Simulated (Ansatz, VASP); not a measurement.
# Cross-check of LiCl between VASP and Ansatz, part 2 of 2

Wanted: the spread between two codes on one cell, functional and k mesh. The cell is taken from a series of runs on this material, whose earlier steps may have relaxed, scaled, displaced or heated it; both programs get it as it stands.

VASP 6.6.1 and Ansatz 0.2.0.

So far: The starting structure; VASP: zone-centre phonons, LDA.

**3. Ansatz: zone-centre phonons, LDA**

Level of this step: Ansatz beside VASP: Kohn-Sham DFT, plane waves, LDA (Ansatz).

Ansatz runs on norm-conserving files, of PseudoDojo where its log says so.

The same cell, functional (in two slightly different forms) and mesh now go to Ansatz, which takes its cutoff from its data sets.

Input file input.yaml:

```yaml
crystal:
  lattice:
    - [-2.4822507732, 0.0, 2.4822507732]
    - [0.0, 2.4822507732, 2.4822507732]
    - [-2.4822507732, 2.4822507732, 0.0]
  atoms:
    - { symbol: Li, position: [0.0, 0.0, 0.0] }
    - { symbol: Cl, position: [0.5, 0.5, 0.5] }
kpoints:
  mp_grid: { grid: [8, 8, 8] }
hamiltonian:
  xc: lda
  pseudopotentials: { kind: nc, accuracy: standard }
scf:
  occupations: { method: fixed }
output:
  eigenvalues: true
phonons:
  method: dfpt
  dielectric: true
  rigid_motions: translations
```

Started as:

```bash
$ ansatz run input.yaml --threads 2 --pin off --max-ram 4096MiB --backend cpu --events-out ev --progress --plain --runs-dir out
```

What it wrote:

```text
Engine: ansatz 0.2.0, x86_64-unknown-linux-gnu
Pseudopotentials: kind: nc
Pseudopotential: Li, nc, valence charge 3, recommended cutoff 1006.821291 eV (normal), Li.nc.azcp (PseudoDojo's, or run here from an input of PseudoDojo's; its table is named by hamiltonian.pseudopotentials.accuracy)
Pseudopotential: Cl, nc, valence charge 7, recommended cutoff 761.918815 eV (normal), Cl.nc.azcp (PseudoDojo's, or run here from an input of PseudoDojo's; its table is named by hamiltonian.pseudopotentials.accuracy)
Functional definition: SPW92
  exchange = slater_x
  correlation = pw_c
Crystal: 2 atoms, lattice volume = 30.589 Å³
Basis set: ecut = 1006.821291 eV, 2229 PW (Γ), exchange–correlation on 80×80×80 points (8 copies of the dense FFT grid, shifted against one another)
Bands: 9, of which v1, the nominal top of the filled ones, is band 5 counted from 1 (4 counted from 0)
Symmetry: 48 space group operations
k-points: 59 of 512 (irreducible under 8 space group operations, time reversal used)
Non-local potential: Li, projectors of the file, l = 0: 2, l = 1: 2
Non-local potential: Cl, projectors of the file, l = 0: 2, l = 1: 2, l = 2: 2
Initial density: superposition of atomic densities (chi_scale 0.1, normalization cell, long waves kept (reshape's long-wave potential 0.00 eV rms))
Initial wavefunctions: pseudopotential atomic-orbital guess
Functional: x = slater, c = lda
SCF iter   1: F=—  HF=-643.813013 eV  |F-HF|=—  |Δ(HF+E_count)|=         —  Δρ=3.71e-2  dr2=2.30e-1  ethr=3.10e-3  ⟨swp⟩=5.0  Hψ=3522  notcnv=0  defer=74
preconditioner: auto → none  [insulator: Δε(μ)=6.265 eV  Ē_g=14.121 eV  n_scr=8 (ndim 8)  ℏωp=19.0 eV  f_vac=0.000  ε∞_Penn≈2.8]
SCF iter   2: F=—  HF=-643.694755 eV  |F-HF|=—  |Δ(HF+E_count)|=   1.18e-1  Δρ=1.43e-2  dr2=3.86e-2  ethr=2.30e-3  ⟨swp⟩=2.6  Hψ=1148  notcnv=0  defer=109
SCF iter   3: F=—  HF=-643.674876 eV  |F-HF|=—  |Δ(HF+E_count)|=   1.99e-2  Δρ=2.62e-3  dr2=1.47e-3  ethr=3.86e-4  ⟨swp⟩=2.1  Hψ=955  notcnv=0  defer=113
SCF iter   4: F=—  HF=-643.674400 eV  |F-HF|=—  |Δ(HF+E_count)|=   4.75e-4  Δρ=9.93e-4  dr2=5.37e-5  ethr=1.47e-5  ⟨swp⟩=3.5  Hψ=967  notcnv=0  defer=113
SCF iter   5: F=—  HF=-643.674403 eV  |F-HF|=—  |Δ(HF+E_count)|=   2.66e-6  Δρ=2.70e-5  dr2=6.94e-8  ethr=5.37e-7  ⟨swp⟩=1.3  Hψ=551  notcnv=0  defer=111
SCF iter   6: F=—  HF=-643.674407 eV  |F-HF|=—  |Δ(HF+E_count)|=   3.96e-6  Δρ=2.69e-6  dr2=1.47e-9  ethr=6.94e-10  ⟨swp⟩=2.7  Hψ=870  notcnv=0  defer=24
SCF iter   7: F=-643.674407 eV  HF=-643.674407 eV  |F-HF|=4.55e-12  |Δ(HF+E_count)|=  3.47e-10  Δρ=1.95e-7  dr2=7.17e-12  ethr=1.00e-12  ⟨swp⟩=9.7  Hψ=4233  notcnv=0
SCF 1 converged in 7 iterations: F = -643.674407 eV  dr2 = 7.17e-12
DFPT response loops at Γ: preconditioner auto → none (the input reference at scf.mixing.eps_inf says where Resta's filter doesn't serve); β = 0.50; Broyden in place of MSR1
SCF converged after 7 iterations
Free energy (F): -643.674407 eV
Harris-Foulkes:  -643.674407 eV  (|F-HF|=4.55e-12)
Internal energy: -643.674407 eV  (E = F + TS)
E sigma→0 (E₀):  -643.674407 eV
Fermi energy:    2.353998 eV
--- Per-component energies (eV) ---
  E_band       = -96.201774
  E_kinetic    = 292.559956
  E_local      = -352.957667  (includes V_loc(G=0)·N_el)
  E_nonlocal   = -60.331144
  E_hartree    = 95.224855
  E_xc         = -166.137437
  E_vxc        = -165.922659  (∫ρ·V_xc dr)
  E_ewald      = -452.032969
  E_smearing   = -0.000000  (= −TS)
  E_closure    = -0.000000  (closes the sum)
  Σ components = -643.674407   (vs F -643.674407, Δ=0.00e0)
--- Band table (eV; the first three rows and the last of 59) ---
  k-point 0: bands = ["-39.9523", "-11.3657", "2.3540", "2.3540", "2.3540", "8.9517", "13.9944", "13.9944", "13.9944"]
  k-point 1: bands = ["-39.9515", "-11.2718", "1.7331", "2.3044", "2.3044", "9.4123", "13.2773", "13.9511", "13.9511"]
  k-point 2: bands = ["-39.9495", "-11.0295", "0.4968", "2.1922", "2.1922", "9.5861", "12.7880", "12.7880", "13.4715"]
  k-point 58: bands = ["-39.9452", "-10.3051", "-1.1194", "1.0179", "1.0179", "10.1439", "10.1482", "15.3133", "16.8458"]
--- Phonons (Γ-DFPT): 2 representative perturbations + reference, on 59 of 512 k-points (Σ response iterations 6) ---
  k mesh reduced under 8 symmetry operations, with k and −k counted as one. Each operation leaves every solved perturbation unchanged. A smaller set is not considered because the run solves the response to a homogeneous field
  ASR residual: 3.751e-4 → 0.000e0 eV/Å²; symmetrization residual: 4.209e-9 eV/Å²
  ASR residual per site (eV/Å²): 2.25e-5 3.75e-4
  Γ frequencies (cm⁻¹): 0.00 0.00 0.00 228.60 228.60 228.60
  ε∞ (high-frequency dielectric tensor):
        3.186070    -0.000000    -0.000000
        0.000000     3.186070     0.000000
       -0.000000     0.000000     3.186070
  ε⁰ (static dielectric tensor: ions relaxed, cell fixed):
       10.396425    -0.000000    -0.000000
        0.000000    10.396425     0.000000
       -0.000000     0.000000    10.396425
  ε⁰ − ε∞ (ionic part):
        7.210355    -0.000000    -0.000000
       -0.000000     7.210355     0.000000
       -0.000000     0.000000     7.210355
  softest optical mode at Γ: 228.60 cm⁻¹; the repairs (sum rule, projections) moved no ω² at Γ by more than (1.70 cm⁻¹)²
  Born effective charges Z* (e; rows j = field, columns β = displacement):
    site 0:
         1.16594    0.00000    0.00000
        -0.00000    1.16594    0.00000
        -0.00000    0.00000    1.16594
    site 1:
        -1.16594   -0.00000   -0.00000
         0.00000   -1.16594   -0.00000
         0.00000   -0.00000   -1.16594
  Z* charge neutrality: 2.576e-5 e pre-enforcement
  k-mesh period / interband length: 28.1 Å / 1.34 Å = 20.92 at k = (0.0000, 0.0000, -0.5000), direct gap 6.797 eV — 14 or more, which is no proof of convergence
  optical modes at Γ without the LO–TO term, one row a degenerate level:
      ω (cm⁻¹)  modes    IR ((D/Å)²/amu)
        228.60      3            16.2114
  optical modes at Γ + LO–TO along q̂ = [1.0000, 0.0000, 0.0000]:
      ω (cm⁻¹)  modes    IR ((D/Å)²/amu)
        228.60      2            10.8076
        412.94      1             5.4038
  optical modes at Γ + LO–TO along q̂ = [0.0000, 1.0000, 0.0000]:
      ω (cm⁻¹)  modes    IR ((D/Å)²/amu)
        228.60      2            10.8076
        412.94      1             5.4038
  optical modes at Γ + LO–TO along q̂ = [0.0000, 0.0000, 1.0000]:
      ω (cm⁻¹)  modes    IR ((D/Å)²/amu)
        228.60      2            10.8076
        412.94      1             5.4038
```

Reading the cycles: dr2 is the Hartree energy of the density residual (eV), the measure of convergence; HF is the Harris–Foulkes estimate of the energy, which meets the free energy F at convergence.

**4. Side by side**

Known differences besides the potentials themselves: the two LDA forms differ slightly; fixed occupations in Ansatz, narrow Gaussian smearing in VASP; the cutoff is 1006.82 eV in Ansatz and 750 eV in VASP; VASP's log shows a relativistic correction to its local exchange, Ansatz's none. Total energies have different zeros and are not compared.

Compared:

```
                                     quantity  Ansatz   VASP  difference
                                        ε∞ xx    3.19   3.19     -0.01 %
                                        ε∞ yy    3.19   3.19     -0.01 %
                                        ε∞ zz    3.19   3.19     -0.01 %
Born charge of Li1 (mean of the diagonal) (e)    1.17   1.17        0.00
Born charge of Cl2 (mean of the diagonal) (e)   -1.17  -1.17        0.00
                   optical mode 1 to 3 (cm⁻¹)   228.6  226.6     +0.87 %
```

Modes are paired by rising frequency, not by their patterns, so a pair may set unlike modes beside each other; they are those without the splitting of longitudinal modes.

**5. Outcome**

* r.m.s. difference of the optical zone-centre modes, each program's sorted by frequency (zone-centre phonons, LDA): 2.0 cm⁻¹
* difference in optical mode 1 to 3 (zone-centre phonons, LDA): +0.9 %

The r.m.s. difference of the optical zone-centre modes, each program's sorted by frequency is 2.0 cm⁻¹ (zone-centre phonons, LDA). Among the rows given in per cent, the largest difference of the zone-centre phonons, LDA pair is in optical mode 1 to 3, +0.9 %. How closely two codes agree says nothing of how well the functional describes the real material.

[Lines on the potential files, build, host, timing and source positions are cut from VASP's logs without a mark.]

[Logs are printed without paths, hosts, clocks, repeated set-up lines and the standing remarks that a program may print on its own settings, such as how far it seeks lower states.]

[Hosts, paths, dates, database ids (printed as entryN), source tags and the programs' standing remarks are cut or masked in the printed files.]
